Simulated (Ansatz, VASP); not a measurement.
# Two plane-wave programs on HfRu

```
Hf Ru
1.0
     3.18196    0.00000    0.00000
     0.00000    3.18196    0.00000
     0.00000    0.00000    3.18196
Hf Ru
1 1
Direct
  0.00000 0.00000 0.00000
  0.50000 0.50000 0.50000
```

Alike in both runs: task relaxation of cell and atoms; functional LDA; k mesh 14 × 14 × 14; occupations fermi-dirac, width 0.15 eV; no spin polarisation.

```csv
,VASP,Ansatz
version,VASP 6.6.1,Ansatz 0.2.0
potentials or method,"VASP PAW LDA potentials, release 64 (Hf_pv, Ru_pv)","scalar-relativistic, plane waves, PAW"
plane-wave cutoff (eV),600,420
valence electrons in the cell,24,42
```

Ansatz gave:

```
gap on the k mesh at the Fermi level, each at its own relaxed structure (eV) : none
relaxed volume (Å³/atom)                                                     : 16.11
relaxed cell length with the largest relative difference (Å)                 : 3.182
```

Question: What did VASP give for the same quantities?

Answer: gap on the k mesh at the Fermi level, each at its own relaxed structure (eV): none; relaxed volume (Å³/atom): 16.09; relaxed cell length with the largest relative difference (Å): 3.181.

A gap of «none» marks a metal or a gap that the smearing closes. The two sets of potentials don't hold the same shells in valence.

Spin-orbit coupling is left out, which matters for the levels of Hf.
